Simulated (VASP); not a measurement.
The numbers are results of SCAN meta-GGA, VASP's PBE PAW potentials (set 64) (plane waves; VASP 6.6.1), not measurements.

VASP input:

File POSCAR:
```
SiC
1
    0.0000000000     2.2185548093     2.2185548093
    2.2185548093     0.0000000000     2.2185548093
    2.2185548093     2.2185548093     0.0000000000
Si C
1 1
Direct
  0.0000000000   0.0000000000   0.0000000000
  0.2500000000   0.2500000000   0.2500000000
```

INCAR:
```
ALGO = Normal
EDIFF = 1E-7
ENCUT = 520
ISIF = 2
ISMEAR = 0
LASPH = .TRUE.
LCHARG = .FALSE.
LMIXTAU = .TRUE.
LREAL = .FALSE.
LWAVE = .FALSE.
METAGGA = SCAN
NELM = 100
PREC = Accurate
SIGMA = 0.05
SYSTEM = SiC
```

**KPOINTS**
```
Automatic mesh
0
Gamma
10 10 10
0 0 0
```

POTCAR, in this order: Si C (PBE.64 set). Program: vasp_std.

### Question
Predict the energy per atom (σ→0), pressure, band gap (on the k-mesh).

### Answer

```yaml
energy per atom (σ→0): -996.0 kJ/mol-atom
band gap (on the k-mesh): 1.74 eV
pressure: -11.87 GPa
```

File OSZICAR:
```
...
DAV:  20    -0.206450795192E+02   -0.40501E-04   -0.15220E-05   800   0.476E-02    0.284E-02
DAV:  21    -0.206451196497E+02   -0.40130E-04   -0.13934E-05  1088   0.352E-02    0.845E-03
DAV:  22    -0.206451403604E+02   -0.20711E-04   -0.90364E-06   984   0.261E-02    0.459E-03
DAV:  23    -0.206451439336E+02   -0.35732E-05   -0.10278E-06   912   0.118E-02    0.101E-03
DAV:  24    -0.206451449217E+02   -0.98804E-06   -0.86103E-08   768   0.411E-03    0.445E-04
DAV:  25    -0.206451444622E+02    0.45943E-06   -0.20846E-08   400   0.142E-03    0.500E-04
DAV:  26    -0.206451444417E+02    0.20563E-07   -0.64208E-09   400   0.101E-03
   1 F= -.20645144E+02 E0= -.20645144E+02  d E =-.594796E-19
```

The compound is SiC in the zinc blende structure. This cell is one point of a volume scan, at 1.06 of the reference volume.
